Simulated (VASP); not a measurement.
# In16As15N (a cell with a defect) in VASP: relaxation of the atoms with PBE

Aim: the relaxation of the atoms of In16As15N (a cell with a defect) with PBE.

All numbers are computed with VASP 6.6.1; they aren't measurements. Logs are shortened: lines on timing, memory, paths and dates and some standing lists are left out, and cuts for length are marked.

**1. Starting point**

The cell holds a defect, 32 atoms: a = 10.718 Å, b = 10.718 Å, c = 10.718 Å, α = 109.47°, β = 109.47°, γ = 109.47°.

**2. Relaxation of the atoms, PBE**

Contents of INCAR:

```
ALGO = Normal
EDIFF = 1E-6
EDIFFG = -0.025
ENCUT = 450
GGA = PE
IBRION = 2
ICORELEVEL = 1
ISIF = 2
ISMEAR = 1
LASPH = True
LCHARG = False
LREAL = Auto
LUSENCCL = False
LWAVE = False
NELM = 80
NSW = 70
PREC = Normal
SIGMA = 0.1
```

Contents of KPOINTS:

```
k-points
0
Gamma
  3 3 3
```

Contents of POSCAR:

```
In16As15N
1.0
    6.1882640000     -6.1882640000      6.1882640000
   -6.1882640000      6.1882640000      6.1882640000
   -6.1882640000     -6.1882640000     -6.1882640000
In N As
16 1 15
Direct
    0.2500000000      0.0000000000      0.7500000000
    0.5000000000      0.0000000000      0.5000000000
    0.7500000000      0.0000000000      0.2500000000
    0.0000000000      0.2500000000      0.7500000000
    0.2500000000      0.2500000000      0.5000000000
    0.0000000000      0.0000000000      0.0000000000
    0.7500000000      0.5000000000      0.7500000000
    0.5000000000      0.2500000000      0.2500000000
    0.7500000000      0.2500000000      0.0000000000
    0.0000000000      0.5000000000      0.5000000000
    0.5000000000      0.7500000000      0.7500000000
    0.2500000000      0.5000000000      0.2500000000
    0.7500000000      0.7500000000      0.5000000000
    0.5000000000      0.5000000000      0.0000000000
    0.0000000000      0.7500000000      0.2500000000
    0.2500000000      0.7500000000      0.0000000000
    0.2500000000      0.0000000000      0.5000000000
    0.5000000000      0.0000000000      0.2500000000
    0.7500000000      0.0000000000      0.0000000000
    0.0000000000      0.2500000000      0.5000000000
    0.2500000000      0.2500000000      0.2500000000
    0.0000000000      0.0000000000      0.7500000000
    0.7500000000      0.5000000000      0.5000000000
    0.5000000000      0.2500000000      0.0000000000
    0.7500000000      0.2500000000      0.7500000000
    0.0000000000      0.5000000000      0.2500000000
    0.5000000000      0.7500000000      0.5000000000
    0.2500000000      0.5000000000      0.0000000000
    0.7500000000      0.7500000000      0.2500000000
    0.5000000000      0.5000000000      0.7500000000
    0.0000000000      0.7500000000      0.0000000000
    0.2500000000      0.7500000000      0.7500000000
```

Potentials or basis: VASP PAW PBE potentials, release 64 (In_d, N, As).

Launch:

```sh
cat potpaw_PBE.64/In_d/POTCAR potpaw_PBE.64/N/POTCAR potpaw_PBE.64/As/POTCAR > POTCAR
mpirun -np 1 vasp_std > vasp.out
```

OUTCAR:

```text
EDIFF = 1E-6
   EDIFFG = -0.025
   ENCUT = 450
   GGA = PE
   IBRION = 2
   ISIF = 2
   ISMEAR = 1
   LASPH = True
   LREAL = Auto
   NELM = 80
   NSW = 70
   PREC = Normal

 ion  position               nearest neighbor table
   1  0.250  0.000  0.750-  17 2.68  22 2.68  24 2.68  32 2.68
   2  0.500  0.000  0.500-  17 2.68  18 2.68  25 2.68  27 2.68
   3  0.750  0.000  0.250-  18 2.68  19 2.68  20 2.68  29 2.68
   4  0.000  0.250  0.750-  20 2.68  22 2.68  25 2.68  28 2.68
   5  0.250  0.250  0.500-  17 2.68  20 2.68  21 2.68  30 2.68
   6  0.000  0.000  0.000-  19 2.68  21 2.68  22 2.68  31 2.68
[... 24 lines left out ...]
  31  0.000  0.750  0.000-   6 2.68   7 2.68  15 2.68  16 2.68
  32  0.250  0.750  0.750-   1 2.68  10 2.68  11 2.68  16 2.68

  LATTYP: Found a body centered cubic cell.
 ALAT       =    12.3765280000

  Lattice vectors:

 A1 = (   6.1882640000,  -6.1882640000,   6.1882640000)
 A2 = (  -6.1882640000,   6.1882640000,   6.1882640000)
 A3 = (  -6.1882640000,  -6.1882640000,  -6.1882640000)

Analysis of symmetry for initial positions (statically):
=====================================================================
 Subroutine PRICEL returns:
 Original cell was already a primitive cell.

 Routine SETGRP: Setting up the symmetry group for a
 body centered cubic supercell.

 Subroutine GETGRP returns: Found 24 space group operations
 (whereof  2 operations were pure point group operations)
 out of a pool of 48 trial point group operations.

The static configuration has the point symmetry C_1h.
 The point group associated with its full space group is T_d .

Analysis of symmetry for dynamics (positions and initial velocities):
=====================================================================
 Subroutine PRICEL returns:
 Original cell was already a primitive cell.

 Routine SETGRP: Setting up the symmetry group for a
 body centered cubic supercell.

 Subroutine GETGRP returns: Found 24 space group operations
 (whereof  2 operations were pure point group operations)
 out of a pool of 48 trial point group operations.

The dynamic configuration has the point symmetry C_1h.
 The point group associated with its full space group is T_d .

 Subroutine INISYM returns: Found 24 space group operations
 (whereof  2 operations are pure point group operations),
 and found     1 'primitive' translations

----------------------------------------------------------------------------------------

                                     Primitive cell

  volume of cell :     947.9087

  direct lattice vectors                    reciprocal lattice vectors
     6.188264000 -6.188264000  6.188264000     0.000000000 -0.080798104  0.080798104
    -6.188264000  6.188264000  6.188264000    -0.080798104  0.000000000  0.080798104
    -6.188264000 -6.188264000 -6.188264000    -0.080798104 -0.080798104  0.000000000

  length of vectors
    10.718387659 10.718387659 10.718387659     0.114265775  0.114265775  0.114265775

  position of ions in fractional coordinates (direct lattice)
     0.250000000  0.000000000  0.750000000
     0.500000000  0.000000000  0.500000000
     0.750000000  0.000000000  0.250000000
     0.000000000  0.250000000  0.750000000
     0.250000000  0.250000000  0.500000000
     0.000000000  0.000000000  0.000000000
[... 24 lines left out ...]
     0.000000000  0.750000000  0.000000000
     0.250000000  0.750000000  0.750000000

  ion indices of the primitive-cell ions
   primitive index   ion index
                 1           1
                 2           2
                 3           3
                 4           4
                 5           5
                 6           6
[... 24 lines left out ...]
                31          31
                32          32

----------------------------------------------------------------------------------------

 KPOINTS: k-points

Automatic generation of k-mesh.
 Grid dimensions read from file:
 generate k-points for:    3    3    3

 Generating k-lattice:

[... 63 lines left out ...]
  Thomas-Fermi vector in A             =   2.236981
   LORBIT       =      0    0 simple, 1 ext, 2 COOP (PROOUT), +10 PAW based schemes
   GGA     = PE    functional components
   LHFCALC =     F    Hartree Fock is set to
   AEXX    =    0.0000 exact exchange contribution
   IVDW    =     0    specifies the selected vdW correction
   LEPSILON=     F    determine dielectric tensor
   LRPA    =     F    only Hartree local field effects (RPA)
 conjugate gradient relaxation of ions
 non-spin polarized calculation
 Methfessel and Paxton  Order N= 1 SIGMA  =   0.10
  energy-cutoff  :      450.00
  volume of cell :      947.91
 maximum number of plane-waves:     20785
   NGX = 37   NGY = 37   NGZ = 37

--------------------------------------- Ionic step        1  -------------------------------------------

 number of electron     287.9998855 magnetization

 Free energy of the ion-electron system (eV)
  ---------------------------------------------------
  ext. energy  EPLUGINS =         0.00000000
  ---------------------------------------------------
  free energy    TOTEN  =      -123.86578101 eV

  energy without entropy =     -123.86675334  energy(sigma->0) =     -123.86610512

------------------------ aborting loop because EDIFF is reached ----------------------------------------

  FORCE on cell =-STRESS in cart. coord.  units (eV):
  Direction    XX          YY          ZZ          XY          YZ          ZX
  --------------------------------------------------------------------------------------
  -------------------------------------------------------------------------------------
  Total       -6.1187060     -6.1187060     -6.1187060     -0.0000000     -0.0000000      0.0000000
  in kB      -10.3419796    -10.3419796    -10.3419796     -0.0000000     -0.0000000      0.0000000
  external PRESSURE =     -10.3419796 kB  Pullay stress =       0.0000000 kB
[... 179 lines left out ...]
  FREE ENERGIE OF THE ION-ELECTRON SYSTEM (eV)
  ---------------------------------------------------
  free  energy   TOTEN  =      -125.1464136077 eV

  energy  without entropy=     -125.1468177337  energy(sigma->0) =     -125.14654832

[... ionic steps 4 to 8 ...]

--------------------------------------- Ionic step        9  -------------------------------------------

 number of electron     287.9999669 magnetization

------------------------ aborting loop because EDIFF is reached ----------------------------------------
[... 127 lines left out ...]
--------------------------------------- Ionic step       11  -------------------------------------------

 number of electron     287.9999713 magnetization

 Free energy of the ion-electron system (eV)
  ---------------------------------------------------
  ext. energy  EPLUGINS =         0.00000000
  ---------------------------------------------------
  free energy    TOTEN  =      -125.45052424 eV

  energy without entropy =     -125.45047007  energy(sigma->0) =     -125.45050618

 the core state eigenenergies are
   1-  1s -27739.7493  2s  -4146.2419  2p  -3720.2244  3s   -780.2050  3p   -640.7595
       3d   -424.4256  4s   -111.5478  4p    -70.0290
   2-  1s -27739.7493  2s  -4146.2419  2p  -3720.2244  3s   -780.2050  3p   -640.7595
       3d   -424.4256  4s   -111.5478  4p    -70.0290
   3-  1s -27739.6205  2s  -4146.1304  2p  -3720.1120  3s   -780.0840  3p   -640.6385
       3d   -424.3067  4s   -111.4089  4p    -69.8871
   4-  1s -27739.6205  2s  -4146.1304  2p  -3720.1119  3s   -780.0840  3p   -640.6385
       3d   -424.3067  4s   -111.4089  4p    -69.8871
   5-  1s -27739.7493  2s  -4146.2419  2p  -3720.2244  3s   -780.2050  3p   -640.7595
       3d   -424.4256  4s   -111.5478  4p    -70.0290
   6-  1s -27739.6205  2s  -4146.1304  2p  -3720.1120  3s   -780.0840  3p   -640.6385
       3d   -424.3067  4s   -111.4089  4p    -69.8871
   7-  1s -27739.6205  2s  -4146.1304  2p  -3720.1120  3s   -780.0840  3p   -640.6385
       3d   -424.3067  4s   -111.4089  4p    -69.8871
   8-  1s -27739.6205  2s  -4146.1304  2p  -3720.1119  3s   -780.0840  3p   -640.6385
       3d   -424.3067  4s   -111.4089  4p    -69.8871
   9-  1s -27739.6205  2s  -4146.1304  2p  -3720.1120  3s   -780.0840  3p   -640.6385
       3d   -424.3067  4s   -111.4089  4p    -69.8871
  10-  1s -27739.6205  2s  -4146.1304  2p  -3720.1120  3s   -780.0840  3p   -640.6385
       3d   -424.3067  4s   -111.4089  4p    -69.8871
  11-  1s -27739.6205  2s  -4146.1304  2p  -3720.1119  3s   -780.0840  3p   -640.6385
       3d   -424.3067  4s   -111.4089  4p    -69.8871
  12-  1s -27739.6205  2s  -4146.1304  2p  -3720.1120  3s   -780.0840  3p   -640.6385
       3d   -424.3067  4s   -111.4089  4p    -69.8871
  13-  1s -27739.6205  2s  -4146.1304  2p  -3720.1120  3s   -780.0840  3p   -640.6385
       3d   -424.3067  4s   -111.4089  4p    -69.8871
  14-  1s -27739.6205  2s  -4146.1304  2p  -3720.1120  3s   -780.0840  3p   -640.6385
       3d   -424.3067  4s   -111.4089  4p    -69.8871
  15-  1s -27739.7493  2s  -4146.2419  2p  -3720.2244  3s   -780.2050  3p   -640.7595
       3d   -424.4256  4s   -111.5478  4p    -70.0290
  16-  1s -27739.6205  2s  -4146.1304  2p  -3720.1120  3s   -780.0840  3p   -640.6385
       3d   -424.3067  4s   -111.4089  4p    -69.8871
  17-  1s   -373.2940
  18-  1s -11708.2402  2s  -1476.7883  2p  -1293.6201  3s   -180.6758  3p   -124.0522
       3d    -31.0657
  19-  1s -11708.2698  2s  -1476.8112  2p  -1293.6440  3s   -180.6857  3p   -124.0616
       3d    -31.0731
  20-  1s -11708.2402  2s  -1476.7883  2p  -1293.6201  3s   -180.6758  3p   -124.0522
       3d    -31.0657
  21-  1s -11708.2402  2s  -1476.7883  2p  -1293.6201  3s   -180.6758  3p   -124.0522
       3d    -31.0657
  22-  1s -11708.2402  2s  -1476.7883  2p  -1293.6201  3s   -180.6758  3p   -124.0522
       3d    -31.0657
  23-  1s -11708.2698  2s  -1476.8112  2p  -1293.6440  3s   -180.6857  3p   -124.0616
       3d    -31.0731
  24-  1s -11708.2402  2s  -1476.7883  2p  -1293.6201  3s   -180.6758  3p   -124.0522
       3d    -31.0657
  25-  1s -11708.2402  2s  -1476.7883  2p  -1293.6201  3s   -180.6758  3p   -124.0522
       3d    -31.0657
  26-  1s -11708.2402  2s  -1476.7883  2p  -1293.6201  3s   -180.6758  3p   -124.0522
       3d    -31.0657
  27-  1s -11708.2402  2s  -1476.7883  2p  -1293.6201  3s   -180.6758  3p   -124.0522
       3d    -31.0657
  28-  1s -11708.2698  2s  -1476.8112  2p  -1293.6440  3s   -180.6857  3p   -124.0616
       3d    -31.0731
  29-  1s -11708.2402  2s  -1476.7883  2p  -1293.6201  3s   -180.6758  3p   -124.0522
       3d    -31.0657
  30-  1s -11708.2402  2s  -1476.7883  2p  -1293.6201  3s   -180.6758  3p   -124.0522
       3d    -31.0657
  31-  1s -11708.2402  2s  -1476.7883  2p  -1293.6201  3s   -180.6758  3p   -124.0522
       3d    -31.0657
  32-  1s -11708.2402  2s  -1476.7883  2p  -1293.6201  3s   -180.6758  3p   -124.0522
       3d    -31.0657

 E-fermi :   3.6848     XC(G=0):  -8.7468

 val. band max:        3.6657895156   @ k =   0.0000   0.0000   0.0000
 cond. band min:       4.3789957574   @ k =   0.3333   0.3333   0.0000
 fundamental gap:      0.7132062418
 Fermi energy:         3.6847554898

 k-point     1 :       0.0000    0.0000    0.0000
  band No.  band energies     occupation
      1     -11.4308      2.00000
      2     -10.7263      2.00000
      3     -10.7263      2.00000
      4     -10.7027      2.00000
      5     -10.7027      2.00000
      6     -10.7027      2.00000
[... 625 lines left out ...]
    155       6.1841      0.00000
    156       6.4913      0.00000
 [bands above 156 left out]

------------------------ aborting loop because EDIFF is reached ----------------------------------------

  FORCE on cell =-STRESS in cart. coord.  units (eV):
  Direction    XX          YY          ZZ          XY          YZ          ZX
  --------------------------------------------------------------------------------------
  -------------------------------------------------------------------------------------
  Total      -10.0370189    -10.0370189    -10.0370189      0.0000000     -0.0000000      0.0000000
  in kB      -16.9648035    -16.9648035    -16.9648035      0.0000000     -0.0000000      0.0000000
  external PRESSURE =     -16.9648035 kB  Pullay stress =       0.0000000 kB
[... 47 lines left out ...]
  FREE ENERGIE OF THE ION-ELECTRON SYSTEM (eV)
  ---------------------------------------------------
  free  energy   TOTEN  =      -125.4505242423 eV

  energy  without entropy=     -125.4504700678  energy(sigma->0) =     -125.45050618

 reached required accuracy - stopping structural energy minimisation
```

Wall time 31 min (1 × NVIDIA H100 80GB with 1 thread of AMD EPYC 7R13 (Zen 3), shared host); peak memory 1.6 GiB.

What came out:

```yaml
Free_energy: -125.4505 eV
Energy_gained_by_relaxing: 49.5 meV/atom
Ionic_steps: 11
Largest_force_after_relaxing: 0.024 eV/Å
Band_gap_on_the_k_mesh: none (metal or under the smearing width)
```

Forces in eV/Å, atoms in the order of the input:
```
In   0.007  0.007  0.007
In  -0.007  0.007 -0.007
In  -0.005  0.014 -0.005
In  -0.014  0.005 -0.005
In   0.007 -0.007 -0.007
In   0.005  0.014  0.005
In  -0.005 -0.005  0.014
In   0.005  0.005  0.014
In  -0.005 -0.014  0.005
In   0.005 -0.005 -0.014
In   0.005 -0.014 -0.005
In   0.014 -0.005 -0.005
In  -0.005  0.005 -0.014
In  -0.014 -0.005  0.005
In  -0.007 -0.007  0.007
In   0.014  0.005  0.005
N    0.000  0.000  0.000
As  -0.002  0.024 -0.002
As   0.000  0.000  0.000
As   0.002 -0.002 -0.024
As   0.024 -0.002 -0.002
As   0.002  0.024  0.002
As   0.000  0.000  0.000
As   0.002  0.002  0.024
As  -0.024  0.002 -0.002
As  -0.002 -0.024  0.002
As  -0.002  0.002 -0.024
As   0.000  0.000  0.000
As  -0.024 -0.002  0.002
As   0.002 -0.024 -0.002
As  -0.002 -0.002  0.024
As   0.024  0.002  0.002
```

The path:
| step | energy change (eV) | largest force (eV/Å) | pressure (GPa) |
| --- | --- | --- | --- |
| 1 | 0.0000 | 1.6493 | -1.03 |
| 2 | -0.4886 | 1.3904 | -1.26 |
| 3 | -1.2806 | 0.4498 | -1.54 |
| 4 | -1.2829 | 0.4776 | -1.51 |
| 5 | -1.4691 | 0.3069 | -1.60 |
| 6 | -1.5248 | 0.5212 | -1.63 |
| 7 | -1.5413 | 0.4092 | -1.66 |
| 8 | -1.5828 | 0.0470 | -1.69 |
| 9 | -1.5831 | 0.0388 | -1.69 |
| 10 | -1.5831 | 0.0390 | -1.69 |
| 11 | -1.5847 | 0.0243 | -1.70 |

Final structure:
```
CELL_PARAMETERS angstrom
6.18826 -6.18826 6.18826
-6.18826 6.18826 6.18826
-6.18826 -6.18826 -6.18826
ATOMIC_POSITIONS crystal
In 0.25000 0.00000 0.71451
In 0.46451 0.00000 0.50000
In 0.74893 0.00000 0.25348
In 0.99545 0.24652 0.74652
In 0.25000 0.21451 0.50000
In 0.00348 0.00000 0.99893
In 0.75107 0.50107 0.75455
In 0.49652 0.24652 0.24545
In 0.75107 0.25455 0.00107
In 0.00348 0.49893 0.50000
In 0.49652 0.74545 0.74652
In 0.25000 0.49893 0.25348
In 0.74893 0.75348 0.50000
In 0.50455 0.50107 0.00107
In 0.03549 0.78549 0.28549
In 0.25000 0.75348 0.99893
N 0.25000 0.00000 0.50000
As 0.49584 0.00000 0.25640
As 0.75000 0.00000 0.00000
As 0.00640 0.24584 0.50000
As 0.25000 0.24584 0.25640
As 0.00640 0.00000 0.74584
As 0.75000 0.50000 0.50000
As 0.49360 0.24360 0.98944
As 0.73944 0.24360 0.74360
As 0.00416 0.51056 0.25416
As 0.49584 0.75640 0.50000
As 0.25000 0.50000 0.00000
As 0.76056 0.75416 0.25416
As 0.49360 0.48944 0.74360
As 0.00416 0.75416 0.01056
As 0.25000 0.75640 0.74584
```

Core levels (eV, on the scale of the bands):
```csv
atom,levels
1 In,"1s -27739.7, 2s -4146.2, 2p -3720.2, 3s -780.2, 3p -640.8, 3d -424.4, 4s -111.5, 4p -70.0"
2 In,"1s -27739.7, 2s -4146.2, 2p -3720.2, 3s -780.2, 3p -640.8, 3d -424.4, 4s -111.5, 4p -70.0"
3 In,"1s -27739.6, 2s -4146.1, 2p -3720.1, 3s -780.1, 3p -640.6, 3d -424.3, 4s -111.4, 4p -69.9"
4 In,"1s -27739.6, 2s -4146.1, 2p -3720.1, 3s -780.1, 3p -640.6, 3d -424.3, 4s -111.4, 4p -69.9"
5 In,"1s -27739.7, 2s -4146.2, 2p -3720.2, 3s -780.2, 3p -640.8, 3d -424.4, 4s -111.5, 4p -70.0"
6 In,"1s -27739.6, 2s -4146.1, 2p -3720.1, 3s -780.1, 3p -640.6, 3d -424.3, 4s -111.4, 4p -69.9"
```

Caveat: the cutoff is under 1.25 times the usual one of these potentials, so pressure, stress and relaxed cells hold a basis-set (Pulay) error.
